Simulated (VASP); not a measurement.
Elastic constants (GPa) of a crystal from PBE GGA with D3 dispersion (Becke-Johnson damping), VASP's PBE PAW potentials (set 64) (VASP):

|  | xx | yy | zz | yz | xz | xy |
|---|---|---|---|---|---|---|
| xx | 156.5 | 60.1 | 60.1 | 0.0 | 0.0 | 0.0 |
| yy | 60.1 | 156.5 | 60.1 | 0.0 | 0.0 | 0.0 |
| zz | 60.1 | 60.1 | 156.5 | 0.0 | 0.0 | 0.0 |
| yz | 0.0 | 0.0 | 0.0 | 77.0 | 0.0 | 0.0 |
| xz | 0.0 | 0.0 | 0.0 | 0.0 | 77.0 | 0.0 |
| xy | 0.0 | 0.0 | 0.0 | 0.0 | 0.0 | 77.0 |

Q: Work out the Voigt, Reuss and Hill moduli, Young's modulus and Poisson's ratio.

A: All eigenvalues are positive (smallest 77.0 GPa), so the crystal is stable. K_V = (C11+C22+C33+2(C12+C13+C23))/9 = (469.5 + 2×180.3)/9 = 92.2 GPa; G_V = (469.5 − 180.3 + 3×231.0)/15 = 65.5 GPa. From the compliances, K_R = 92.2 GPa and G_R = 62.1 GPa. Hill: K = 92.2 GPa, G = 63.8 GPa, E = 9KG/(3K+G) = 155.6 GPa, ν = (3K−2G)/(2(3K+G)) = 0.219. K/G = 1.45, below Pugh's 1.75; universal anisotropy A^U = 0.27.

Q: With a density of 2.34 g/cm³, what are the mean sound speeds?

A: v_l = √((K+4G/3)/ρ) = 8.70 km/s and v_t = √(G/ρ) = 5.22 km/s. The crystal is Si (space group Fd-3m), cubic.

The structure comes from a measured Si entry (Fd-3m) of the Crystallography Open Database, whose conditions weren't checked. It was relaxed first.
